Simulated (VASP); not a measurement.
**Pd (relaxed from the omega structure, space group P6/mmm): computed properties**

The numbers are results of r2SCAN meta-GGA, VASP's PBE PAW potentials (set 64) (plane waves; VASP), not measurements.

```yaml
space_group: P6/mmm (191)
cell: a = 4.4762 Å, b = 4.4762 Å, c = 2.6396 Å, α = 90.00°, β = 90.00°, γ = 120.00°
volume_per_atom: 15.27 Å^3/atom
band gap (over mesh and band path): none (metal, semimetal or under 0.01 eV)
band_gap_with_spin_orbit_coupling: none (metallic)
density: 11.57 g/cm³
```

```xyz
3
Lattice="4.4762 0.0000 0.0000 -2.2381 3.8765 0.0000 0.0000 0.0000 2.6396" Properties=species:S:1:pos:R:3 pbc="T T T"
Pd     0.0000     0.0000     0.0000
Pd     0.0000     2.5844     1.3198
Pd     2.2381     1.2922     1.3198
```

The structure was generated: Pd was put into the omega type (P6/mmm), which need not be its known phase. It was relaxed first. Symmetry was kept, so distortions that lower it aren't found.
